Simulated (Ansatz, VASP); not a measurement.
**Two plane-wave programs on Nb2SnB2O**

```xyz
6
Lattice="-2.1940 2.1940 4.8499 2.1940 -2.1940 4.8499 2.1940 2.1940 -4.8499" Properties=species:S:1:pos:R:3 pbc="T T T"
Nb    0.0000    0.0000    6.8069
Nb    0.0000    0.0000    2.8930
Sn    0.0000    0.0000    0.0000
B     0.0000    2.1940    2.4250
B     2.1940    0.0000    2.4250
O     0.0000    0.0000    4.8499
```

Alike in both runs: functional PBE; k mesh 3 × 3 × 3; occupations gaussian, width 0.15 eV; no spin polarisation.

Ansatz relaxed the structure, and its values are those at the end. VASP's run is a single point on that final structure, the one shown.

|  | VASP | Ansatz |
| --- | --- | --- |
| version | VASP 6.6.1 | Ansatz 0.2.0 |
| potentials or method | VASP PAW PBE potentials, release 64 (Nb_sv, Sn_d, B, O) | scalar-relativistic, plane waves, PAW |
| plane-wave cutoff (eV) | 520 | 420 |
| valence electrons in the cell | 52 | 52 |

```csv
,VASP,Ansatz,Ansatz less VASP
gap on the k mesh at the Fermi level (eV),none,none,-
pressure (GPa),-0.1,0.2,+0.25
rms of the force components (eV/Å),0.004,0.007,+0.0031
```

A gap of «none» marks a metal or a gap that the smearing closes.

Caveats: the k mesh is coarse (spacing up to 0.67 Å⁻¹), so the values aren't converged.
